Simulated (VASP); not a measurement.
Here is the system:

```
CELL_PARAMETERS angstrom
      1.67508    -2.90133     0.00000
      1.67508     2.90133     0.00000
      0.00000     0.00000     5.20275
ATOMIC_POSITIONS crystal
  Sc 0.33333 0.66667 0.25000
  Sc 0.66667 0.33333 0.75000
```

Calculation: AM05 GGA, VASP's PBE PAW potentials (set 64) (plane waves; VASP). Settings: 520 eV cut-off, 13×13×7 Γ-centred mesh, first-order Methfessel-Paxton smearing of 0.10 eV, potentials Sc_sv.

Task: What does the run give for the energy per atom (σ→0), pressure, band gap (on the k-mesh) with the smallest direct gap where there is one?

Result: 
```yaml
band gap (on the k-mesh): none (metal, semimetal or under 0.01 eV)
energy per atom (σ→0): -6.382 eV/atom
pressure: -3.02 GPa
```

Only differences to runs with the same potentials and settings are physical.

The compound is Sc in the hcp structure. This cell is one point of a volume scan, at 1.06 of the reference volume.
